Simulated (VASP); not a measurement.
Output of a VASP run:

OSZICAR:
```
       N       E                     dE             d eps       ncg     rms          rms(c)
DAV:   1     0.286046354634E+01    0.28605E+01   -0.51456E+03  1728   0.997E+02
DAV:   2    -0.168208689276E+02   -0.19681E+02   -0.19332E+02  2592   0.114E+02
DAV:   3    -0.169482649796E+02   -0.12740E+00   -0.12740E+00  1800   0.121E+01
DAV:   4    -0.169484305463E+02   -0.16557E-03   -0.16557E-03  2352   0.470E-01
DAV:   5    -0.169484306224E+02   -0.76090E-07   -0.76091E-07  1768   0.664E-03    0.569E+00
DAV:   6    -0.164975255641E+02    0.45091E+00   -0.35029E-01  1712   0.461E+00    0.338E+00
DAV:   7    -0.163377647184E+02    0.15976E+00   -0.42361E-01  2008   0.513E+00    0.672E-01
DAV:   8    -0.163383962729E+02   -0.63155E-03   -0.18374E-03  1704   0.500E-01    0.315E-02
DAV:   9    -0.163384173784E+02   -0.21105E-04   -0.16752E-05  2440   0.491E-02    0.294E-02
DAV:  10    -0.163384253569E+02   -0.79785E-05   -0.70794E-06  1728   0.315E-02    0.588E-03
DAV:  11    -0.163384252268E+02    0.13011E-06   -0.89113E-08  2224   0.275E-03    0.108E-03
DAV:  12    -0.163384252456E+02   -0.18855E-07   -0.12109E-08   832   0.127E-03
   1 F= -.16338425E+02 E0= -.16338425E+02  d E =0.000000E+00
```

**OUTCAR**
```
------------------------ aborting loop because EDIFF is reached ----------------------------------------
  FORCE on cell =-STRESS in cart. coord.  units (eV):
  Direction    XX          YY          ZZ          XY          YZ          ZX
  --------------------------------------------------------------------------------------
  Total       -0.0003164     -0.0003164     -0.0003164     -0.0000000     -0.0000000      0.0000000
  in kB       -0.0446264     -0.0446264     -0.0446264     -0.0000000     -0.0000000      0.0000000
  external PRESSURE =      -0.0446264 kB  Pullay stress =       0.0000000 kB
  volume of cell :       11.36
      direct lattice vectors                 reciprocal lattice vectors
     0.000000000  1.784282905  1.784282905    -0.280224621  0.280224621  0.280224621
     1.784282905  0.000000000  1.784282905     0.280224621 -0.280224621  0.280224621
     1.784282905  1.784282905  0.000000000     0.280224621  0.280224621 -0.280224621
 POSITION                                       TOTAL-FORCE (eV/Angst)
 -----------------------------------------------------------------------------------
      0.00000      0.00000      0.00000        -0.000000     -0.000000     -0.000000
      0.89214      0.89214      0.89214         0.000000      0.000000      0.000000
 -----------------------------------------------------------------------------------
    total drift:                                0.000000      0.000000      0.000000
  FREE ENERGIE OF THE ION-ELECTRON SYSTEM (eV)
  ---------------------------------------------------
  free  energy   TOTEN  =       -16.3384252456 eV

  energy  without entropy=      -16.3384252456  energy(sigma->0) =      -16.33842525

 total charge

# of ion       s       p       d       tot
------------------------------------------
    1        0.828   1.744   0.000   2.572
    2        0.828   1.744   0.000   2.572
--------------------------------------------------
tot          1.656   3.488   0.000   5.144
```
(Selected blocks of OUTCAR.)

POSCAR:
```
C
1
   -0.0000000000     1.7842829047     1.7842829047
    1.7842829047     0.0000000000     1.7842829047
    1.7842829047     1.7842829047    -0.0000000000
C
2
Direct
  0.0000000000   0.0000000000   0.0000000000
  0.2500000000   0.2500000000   0.2500000000
```

### Question
Write an INCAR and KPOINTS that could have produced this output.

### Answer
One answer among several that fit: the input of the run itself, vdW-DF-cx, plane waves, VASP's PBE PAW potentials (set 64).

INCAR:
```
SYSTEM = C
PREC = Accurate; ENCUT = 520; LREAL = F
LASPH = T
EDIFF = 1E-7; NELM = 100; ALGO = Normal
ISMEAR = -5
GGA = CX; LUSE_VDW = T; AGGAC = 0.0
ISIF = 2
LWAVE = F; LCHARG = T; LORBIT = 11
NEDOS = 601
```

### KPOINTS
```
Automatic mesh
0
Gamma
14 14 14
0 0 0
```

POTCAR, in this order: C (PBE.64 set). Program: vasp_std.

The compound is C in the diamond structure. It was relaxed first.
